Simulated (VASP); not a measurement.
Level of theory: optB88-vdW, VASP's PBE PAW potentials (set 64) (plane waves; VASP).

VASP ran on this input.

### INCAR
```
! general
SYSTEM    =  Pb
PREC      =  Accurate
ENCUT     =  520   ! plane-wave cut-off (eV)
LREAL     =  F   ! projection in real space or not
LASPH     =  T   ! aspherical one-centre terms
ICHARG    =  11   ! fixed density

! electronic loop
EDIFF     =  1E-7   ! SCF stop (eV)
NELM      =  100   ! most electronic steps
ALGO      =  Normal
LMAXMIX   =  4

! smearing
ISMEAR    =  0   ! Gaussian
SIGMA     =  0.05   ! width (eV)

! functional
GGA       =  BO
LUSE_VDW  =  T
AGGAC     =  0.0
PARAM1    =  0.1833333333
PARAM2    =  0.22

! output
LWAVE     =  F
LCHARG    =  F
LORBIT    =  11
```

POSCAR:
```
Pb
1
    0.0000000000     2.5051496226     2.5051496226
    2.5051496226     0.0000000000     2.5051496226
    2.5051496226     2.5051496226     0.0000000000
Pb
1
Direct
  0.0000000000   0.0000000000   0.0000000000
```

KPOINTS:
```
k-points along high-symmetry lines
15
Line-mode
Reciprocal
  0.000000   0.000000   0.000000 ! GAMMA
  0.500000   0.000000   0.500000 ! X

  0.500000   0.000000   0.500000 ! X
  0.625000   0.250000   0.625000 ! U

  0.375000   0.375000   0.750000 ! K
  0.000000   0.000000   0.000000 ! GAMMA

  0.000000   0.000000   0.000000 ! GAMMA
  0.500000   0.500000   0.500000 ! L

  0.500000   0.500000   0.500000 ! L
  0.500000   0.250000   0.750000 ! W

  0.500000   0.250000   0.750000 ! W
  0.500000   0.000000   0.500000 ! X
```

POTCAR, in this order: Pb_d (PBE.64 set). Program: vasp_std. Read from the step before: CHGCAR.

The run wrote:

**OUTCAR**
```
 ion  position               nearest neighbor table
   1  0.000  0.000  0.000-
  LATTYP: Found a face centered cubic cell.
 ALAT       =     5.0102992452
 Subroutine PRICEL returns:
 Original cell was already a primitive cell.
 Subroutine GETGRP returns: Found 48 space group operations
The static configuration has the point symmetry O_h .
The dynamic configuration has the point symmetry O_h .
 Subroutine INISYM returns: Found 48 space group operations
   k-points           NKPTS =     90   k-points in BZ     NKDIM =     90   number of bands    NBANDS=     11
   number of dos      NEDOS =    301   number of ions     NIONS =      1
   total plane-waves  NPLWV =  21952
   dimension x,y,z NGX =    28 NGY =   28 NGZ =   28
   dimension x,y,z NGXF=    56 NGYF=   56 NGZF=   56
   ions per type =               1
   PREC   = accura    normal or accurate (medium, high low for compatibility)
   ISTART =      0    job   : 0-new  1-cont  2-samecut
   ICHARG =     11    charge: 1-file 2-atom 10-const
   ISPIN  =      1    spin polarized calculation?
   LNONCOLLINEAR =      F non collinear calculations
   LSORBIT =      F    spin-orbit coupling
   INIWAV =      1    electr: 0-lowe 1-rand  2-diag
   ENCUT  =  520.0 eV  38.22 Ry    6.18 a.u.   6.59  6.59  6.59*2*pi/ulx,y,z
   NELM   =    100;   NELMIN=  2; NELMDL= -5     # of ELM steps
   EDIFF  = 0.1E-06   stopping-criterion for ELM
   LREAL  =      F    real-space projection
   NLSPLINE    = F    spline interpolate recip. space projectors
   LMAXMIX     =    4 max onsite mixed and CHGCAR
   VOSKOWN=      0    Vosko Wilk Nusair interpolation
   EDIFFG = 0.1E-05   stopping-criterion for IOM
   NSW    =      0    number of steps for IOM
   NBLOCK =      1;   KBLOCK =      1    inner block; outer block
   IBRION =     -1    ionic relax: 0-MD 1-quasi-New 2-CG
   NFREE  =      0    steps in history (QN), initial steepest desc. (CG)
   ISIF   =      2    stress and relaxation
   ISYM   =      2    0-nonsym 1-usesym 2-fastsym
   TEIN   =    0.0    initial temperature
   TEBEG  =    0.0;   TEEND  =   0.0 temperature during run
   SMASS  =  -3.00    Nose mass-parameter (am)
...
```

**OSZICAR**
```
       N       E                     dE             d eps       ncg     rms          rms(c)
DAV:   1     0.107301394239E+03    0.10730E+03   -0.74045E+03  2002   0.147E+03
DAV:   2     0.413273140672E+01   -0.10317E+03   -0.10131E+03  2052   0.325E+02
DAV:   3    -0.604526744309E+00   -0.47373E+01   -0.46745E+01  2398   0.813E+01
DAV:   4    -0.704401911945E+00   -0.99875E-01   -0.99820E-01  2403   0.126E+01
DAV:   5    -0.708652844093E+00   -0.42509E-02   -0.42507E-02  2484   0.229E+00
DAV:   6    -0.708862189402E+00   -0.20935E-03   -0.20934E-03  2630   0.420E-01
DAV:   7    -0.708865521627E+00   -0.33322E-05   -0.33330E-05  2528   0.468E-02
DAV:   8    -0.708865579979E+00   -0.58352E-07   -0.58547E-07  1980   0.610E-03
   1 F= -.70886558E+00 E0= -.70812613E+00  d E =-.147890E-02
```

OUTCAR:
```
 val. band max:        7.0847590840   @ k =   0.5714   0.1429   0.5714

 cond. band min:       7.0962346383   @ k =   0.5000   0.1429   0.6429



 k-point     1 :       0.0000    0.0000    0.0000
  band No.  band energies     occupation
      1     -10.2848      2.00000
      2     -10.2848      2.00000
      3     -10.2848      2.00000
      4     -10.1588      2.00000
      5     -10.1588      2.00000
      6      -4.8026      2.00000
      7      13.7290      0.00000
      8      13.7290      0.00000
      9      13.7290      0.00000
     10      16.7282      0.00000
     11      17.8953      0.00000

 k-point     2 :       0.0357    0.0000    0.0357
  band No.  band energies     occupation
      1     -10.2867      2.00000
      2     -10.2816      2.00000
      3     -10.2816      2.00000
      4     -10.1606      2.00000
      5     -10.1574      2.00000
      6      -4.7714      2.00000
      7      13.5020      0.00000
      8      13.5901      0.00000
      9      13.5901      0.00000
     10      16.5838      0.00000
     11      18.1545      0.00000

 k-point     3 :       0.0714    0.0000    0.0714
  band No.  band energies     occupation
      1     -10.2920      2.00000
      2     -10.2718      2.00000
      3     -10.2718      2.00000
      4     -10.1662      2.00000
      5     -10.1533      2.00000
      6      -4.6776      2.00000
      7      12.9395      0.00000
      8      13.2218      0.00000
      9      13.2218      0.00000
     10      16.2484      0.00000
     11      18.7233      0.00000

 k-point     4 :       0.1071    0.0000    0.1071
  band No.  band energies     occupation
      1     -10.3007      2.00000
      2     -10.2561      2.00000
      3     -10.2561      2.00000
      4     -10.1754      2.00000
      5     -10.1467      2.00000
      6      -4.5213      2.00000
      7      12.2130      0.00000
      8      12.7188      0.00000
      9      12.7188      0.00000
     10      15.8515      0.00000
...
```

The density is held fixed in this step, so its total energy and stress have no physical meaning. Unless said otherwise, spin-orbit coupling is left out, though it shifts the bands of the heavy elements here.

The compound is Pb in the fcc structure. It was relaxed first.
